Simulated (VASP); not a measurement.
Given:

```
Mg
1.0
    1.59356    -2.76012     0.00000
    1.59356     2.76012     0.00000
    0.00000     0.00000     5.09627
Mg
2
Direct
  0.33333   0.66667   0.25000
  0.66667   0.33333   0.75000
```

The numbers are results of SCAN meta-GGA, VASP's PBE PAW potentials (set 64) (plane waves; VASP), not measurements. Settings: 520 eV cut-off, 15×15×8 Γ-centred mesh, tetrahedra with Blöchl corrections, potentials Mg.

**Question.** Give the energies of bands 1 to 5 at the high-symmetry points, in eV from the Fermi level.

**Answer.** 
| band | Γ | M | K | A | L | H |
|---|---|---|---|---|---|---|
| 1 | -7.34 | -2.35 | -0.75 | -5.84 | -1.29 | 0.03 |
| 2 | -1.72 | -2.33 | -0.75 | -5.84 | -1.29 | 0.03 |
| 3 | -1.19 | 2.81 | -0.73 | 5.53 | -0.43 | 0.66 |
| 4 | 11.36 | 3.17 | 4.34 | 5.53 | -0.43 | 0.66 |
| 5 | 11.36 | 3.59 | 4.34 | 12.25 | 8.38 | 1.71 |

It has no gap at this level: it comes out as a metal or semimetal.

The compound is Mg in the hcp structure. It was relaxed first.
